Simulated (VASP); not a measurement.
Wanted: the native input for a VASP 6.6.1 run.

| Item | Value |
| --- | --- |
| Task | single point |
| Functional | PBEsol |
| Potentials or basis | VASP PAW PBE potentials, release 64 (Mg, Li_sv) |
| Cutoff | 520 eV |
| k mesh | 2 × 2 × 2 |
| Occupations | fermi-dirac, width 0.15 eV |
| Spin | no spin polarisation |
| Dipole correction | no |
| Further INCAR settings | ALGO = Fast; EDIFF = 1e-07; NBANDS = 26 |

The structure of LiMg12 (a cell with a defect) lies in POSCAR:

```
LiMg12
1.0
    6.4200000000      0.0000000000      0.0000000000
   -4.8150000000      8.3398250000      0.0000000000
    0.0000000000      0.0000000000      5.2130400000
Mg Li
12 1
Direct
   -0.0296613672      0.1362978240      0.2323212559
    0.2588926219      0.2294892279      0.6938178107
   -0.0766622952      0.3436403042     -0.1242461213
    0.2226359371      0.4598178019      0.4473397480
    0.0475473065      0.7060339995     -0.0591785216
    0.1191231873      0.8900666381      0.3351211577
    0.5109957457     -0.0527948728     -0.0534237221
    0.6408101755      0.1947043253      0.4984615503
    0.5163328323      0.3430647526      0.0806439237
    0.8128147909      0.5759233557      0.5181237819
    0.4752440602      0.6244375631     -0.0599074628
    0.5481190529      0.8370559334      0.3838834922
   -0.0741501746     -0.0717640958      0.8124242285
```

The cell was built by a generator and needn't be a form met in nature.

These files were run (other wordings do the same):

INCAR

```
SYSTEM = LiMg12
  PREC = Accurate
  ENCUT = 520
  EDIFF = 1E-7
  ISMEAR = -1
  SIGMA = 0.15
  LREAL = .FALSE.
  LASPH = .TRUE.
  NELM = 100
  ALGO = Fast
  ISIF = 2
  LWAVE = .FALSE.
  LCHARG = .FALSE.
  GGA = PS
  NBANDS = 26
```

KPOINTS

```
Automatic mesh
0
G
  2 2 2
  0 0 0
```

Potentials or basis: VASP PAW PBE potentials, release 64 (Mg, Li_sv).

Command:

```bash
$ cat potpaw_PBE.64/Mg/POTCAR potpaw_PBE.64/Li_sv/POTCAR > POTCAR
$ mpirun -np 1 vasp_std > vasp.out
```

It gave:

```
Largest force          : 1.969 eV/Å
Band gap on the k mesh : none (metal or under the smearing width)
```

Caveat: the k mesh is coarse (spacing up to 0.60 Å⁻¹), so the values aren't converged; the PAW data sets were made with another functional, which shifts forces and pressure a little.

Run time: 2 min on 1 thread of Intel(R) Xeon(R) 6975P-C (Granite Rapids), on a shared host, peak memory 0.36 GiB.
